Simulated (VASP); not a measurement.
```
CELL_PARAMETERS angstrom
      1.54703    -2.67954     0.00000
      1.54703     2.67954     0.00000
      0.00000     0.00000    10.12797
ATOMIC_POSITIONS crystal
  Si 0.00000 0.00000 0.00032
  Si 0.00000 0.00000 0.50032
  Si 0.66667 0.33333 0.75028
  Si 0.33333 0.66667 0.25028
  C  0.00000 0.00000 0.81286
  C  0.00000 0.00000 0.31286
  C  0.66667 0.33333 0.56217
  C  0.33333 0.66667 0.06217
```

Computed with PBE GGA, VASP's PBE PAW potentials (set 64) (plane waves; VASP). Settings: 520 eV cut-off, 8×8×3 Γ-centred mesh, Gaussian smearing of 0.010 eV, potentials Si C.

Question: The job: SiC (4h), 8 atoms, PBE, DFPT for ε, Born charges and Γ modes, 520 eV, 8×8×3 Γ-centred mesh. Roughly how much core time does it take on a busy server core?

Answer: About 20 core-minutes (one run on a shared machine, a rough figure). It had 20 irreducible k-points, 21 bands, up to 2284 plane waves and 247 electronic steps.

The compound is SiC in the 4h structure. It was relaxed first.
